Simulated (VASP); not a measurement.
Set up this calculation in VASP 6.6.1, as the native input.

* Task: single point
* Functional: HSE(alpha, omega)
* Potentials or basis: VASP PAW PBE potentials, release 64 (Ga_d, B)
* Cutoff: 520 eV
* k mesh: 5 × 5 × 4
* Occupations: fermi-dirac, width 0.05 eV
* Spin: no spin polarisation
* Share of exact exchange: 0.2
* Grid for exact exchange (PRECFOCK): Fast
* Further INCAR settings: ALGO = Normal; EDIFF = 1e-06; NBANDS = 15

Crystal: GaB.

```
Ga B
1.0
     2.71824    0.00000    0.00000
     0.00000    2.71824    0.00000
     0.00000    0.00000    3.23621
Ga B
1 1
Cartesian
  1.3591 1.3591 1.6181
  0.0000 0.0000 0.0000
```

The cell was built by a generator and needn't be a form met in nature.

The input as run:

POSCAR

```
GaB
1.0
    2.7182400000      0.0000000000      0.0000000000
    0.0000000000      2.7182400000      0.0000000000
    0.0000000000      0.0000000000      3.2362100000
Ga B
1 1
Direct
    0.5000000000      0.5000000000      0.5000000000
    0.0000000000      0.0000000000      0.0000000000
```

INCAR.step1

```
ALGO     = Normal         # electronic algorithm
EDIFF    = 1E-5           # SCF threshold, eV
ENCUT    = 520            # plane-wave cutoff, eV
GGA      = PE             # functional
ISIF     = 2              # what is computed and relaxed
ISMEAR   = -1             # smearing method
LASPH    = T              # aspherical terms in the spheres
LCHARG   = F              # write CHGCAR
LREAL    = F              # projectors in reciprocal space
LWAVE    = T              # write WAVECAR
NBANDS   = 15             # bands
NELM     = 80             # most SCF steps
PREC     = Accurate       # precision mode
SIGMA    = 0.05           # smearing width, eV
```

INCAR.step2

```
AEXX     = 0.2            # exact-exchange fraction
ALGO     = Normal         # electronic algorithm
EDIFF    = 1E-6           # SCF threshold, eV
ENCUT    = 520            # plane-wave cutoff, eV
GGA      = PE             # functional
HFSCREEN = 0.2            # screening, 1/A
ISIF     = 2              # what is computed and relaxed
ISMEAR   = -1             # smearing method
ISTART   = 1            
LASPH    = T              # aspherical terms in the spheres
LCHARG   = F              # write CHGCAR
LHFCALC  = T              # exact exchange
LREAL    = F              # projectors in reciprocal space
LWAVE    = F              # write WAVECAR
NBANDS   = 15             # bands
NELM     = 80             # most SCF steps
PREC     = Accurate       # precision mode
PRECFOCK = Fast         
SIGMA    = 0.05           # smearing width, eV
```

KPOINTS

```
k-points
0
Gamma
  5 5 4
```

Potentials or basis: VASP PAW PBE potentials, release 64 (Ga_d, B).

Command:

```sh
$ cat potpaw_PBE.64/Ga_d/POTCAR potpaw_PBE.64/B/POTCAR > POTCAR
$ cp INCAR.step1 INCAR
$ mpirun -np 1 vasp_std > vasp.out
$ cp INCAR.step2 INCAR
$ mpirun -np 1 vasp_std > vasp.out
```

Results of the run:

```yaml
Pressure: -3.4 GPa
Band_gap_on_the_k_mesh: none (metal or under the smearing width)
```

Caveat: the k mesh is coarse (spacing up to 0.49 Å⁻¹), so the values aren't converged, least of all with exact exchange; the PAW data sets were made with another functional, which shifts forces and pressure a little.

Wall time 3 min on 1 thread of AMD EPYC 9R45 (Zen 5) (shared host), peak memory 0.21 GiB.
